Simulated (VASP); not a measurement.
Output of a VASP run:

### OSZICAR
```
       N       E                     dE             d eps       ncg     rms          rms(c)
DAV:   1     0.719438424718E+02    0.71944E+02   -0.86529E+03   528   0.162E+03
DAV:   2    -0.227434754813E+01   -0.74218E+02   -0.72210E+02   570   0.293E+02
DAV:   3    -0.730174921376E+01   -0.50274E+01   -0.50030E+01   660   0.681E+01
DAV:   4    -0.738466024998E+01   -0.82911E-01   -0.82896E-01   596   0.100E+01
DAV:   5    -0.738688967585E+01   -0.22294E-02   -0.22294E-02   633   0.139E+00    0.324E+00
DAV:   6    -0.734191047183E+01    0.44979E-01   -0.73678E-02   748   0.484E+00    0.195E+00
DAV:   7    -0.732839248323E+01    0.13518E-01   -0.45015E-02   600   0.199E+00    0.348E-01
DAV:   8    -0.732935780703E+01   -0.96532E-03   -0.49031E-03   626   0.983E-01    0.799E-02
DAV:   9    -0.732985588085E+01   -0.49807E-03   -0.79148E-04   573   0.248E-01    0.365E-02
DAV:  10    -0.732988214500E+01   -0.26264E-04   -0.44612E-05   651   0.495E-02    0.998E-03
DAV:  11    -0.732990479899E+01   -0.22654E-04   -0.35352E-05   560   0.489E-02    0.407E-03
DAV:  12    -0.732990562565E+01   -0.82666E-06   -0.12345E-06   528   0.104E-02
   1 F= -.73299056E+01 E0= -.73298534E+01  d E =-.732991E+01
       N       E                     dE             d eps       ncg     rms          rms(c)
DAV:   1    -0.813906781386E+01   -0.80916E+00   -0.11710E+01   670   0.668E+01    0.495E+00
DAV:   2    -0.753660866910E+01    0.60246E+00   -0.10146E+00   635   0.183E+01    0.239E+00
DAV:   3    -0.737281837624E+01    0.16379E+00   -0.27059E-01   675   0.909E+00    0.413E-01
DAV:   4    -0.735799487361E+01    0.14824E-01   -0.25738E-02   620   0.273E+00    0.164E-01
DAV:   5    -0.735685565216E+01    0.11392E-02   -0.19453E-03   610   0.665E-01    0.660E-02
DAV:   6    -0.735664295797E+01    0.21269E-03   -0.84897E-04   620   0.565E-01    0.185E-02
DAV:   7    -0.735665067021E+01   -0.77122E-05   -0.92424E-05   681   0.163E-01    0.609E-03
DAV:   8    -0.735665127090E+01   -0.60070E-06   -0.14914E-05   598   0.586E-02    0.147E-03
DAV:   9    -0.735665146871E+01   -0.19780E-06   -0.60896E-07   380   0.814E-03
   2 F= -.73566515E+01 E0= -.73565390E+01  d E =-.267458E-01
       N       E                     dE             d eps       ncg     rms          rms(c)
DAV:   1    -0.739296678032E+01   -0.36316E-01   -0.47212E-01   670   0.120E+01    0.106E+00
DAV:   2    -0.736597659198E+01    0.26990E-01   -0.55647E-02   650   0.477E+00    0.486E-01
DAV:   3    -0.735939963855E+01    0.65770E-02   -0.80687E-03   683   0.151E+00    0.113E-01
DAV:   4    -0.735870134076E+01    0.69830E-03   -0.79379E-04   583   0.409E-01    0.363E-02
DAV:   5    -0.735864424136E+01    0.57099E-04   -0.57271E-05   605   0.102E-01    0.942E-03
DAV:   6    -0.735864329433E+01    0.94704E-06   -0.72575E-06   600   0.470E-02
   3 F= -.73586433E+01 E0= -.73585309E+01  d E =-.287377E-01
```

File OUTCAR:
```
------------------------ aborting loop because EDIFF is reached ----------------------------------------
  FORCE on cell =-STRESS in cart. coord.  units (eV):
  Direction    XX          YY          ZZ          XY          YZ          ZX
  --------------------------------------------------------------------------------------
  Total       -0.0162015     -0.0162015     -0.0162015      0.0000000     -0.0000000      0.0000000
  in kB       -0.4319356     -0.4319356     -0.4319356      0.0000000     -0.0000000      0.0000000
  external PRESSURE =      -0.4319356 kB  Pullay stress =       0.0000000 kB
  volume of cell :       60.10
      direct lattice vectors                 reciprocal lattice vectors
    -0.000000000  3.108894604  3.108894604    -0.160828868  0.160828868  0.160828868
     3.108894604 -0.000000000  3.108894604     0.160828868 -0.160828868  0.160828868
     3.108894604  3.108894604  0.000000000     0.160828868  0.160828868 -0.160828868
  FREE ENERGIE OF THE ION-ELECTRON SYSTEM (eV)
  ---------------------------------------------------
  free  energy   TOTEN  =        -7.3586432943 eV

  energy  without entropy=       -7.3584184221  energy(sigma->0) =       -7.35853086

 reached required accuracy - stopping structural energy minimisation
```
(Selected blocks of OUTCAR.)

File POSCAR:
```
GaSb
1
    0.0000000000     3.0500000000     3.0500000000
    3.0500000000     0.0000000000     3.0500000000
    3.0500000000     3.0500000000     0.0000000000
Ga Sb
1 1
Direct
  0.0000000000   0.0000000000   0.0000000000
  0.7500000000   0.7500000000   0.7500000000
```

Problem. Write an INCAR and KPOINTS that could have produced this output.

Solution. Several could match; the one computed here: the input of the run itself, PBE GGA, plane waves, VASP's PBE PAW potentials (set 64).

### INCAR
```
# general
SYSTEM =GaSb
PREC   =Accurate
ENCUT  =480
LREAL  =.FALSE.
LASPH  =.TRUE.

# electronic loop
EDIFF  =1E-6
NELM   =100
ALGO   =Normal
LMAXMIX=4

# smearing
ISMEAR =0
SIGMA  =0.05

# functional
GGA    =PE

# ions
IBRION =2
NSW    =60
ISIF   =3
EDIFFG =-0.01

# output
LWAVE  =.FALSE.
LCHARG =.FALSE.
```

KPOINTS:
```
K-points
0
gamma
 7 7 7
```

POTCAR, in this order: Ga_d Sb (PBE.64 set). Program: vasp_std.

Energy and stress use the plane-wave basis of the starting cell.

The compound is GaSb in the zinc blende structure. This run relaxes it. Symmetry was kept, so distortions that lower it aren't found.
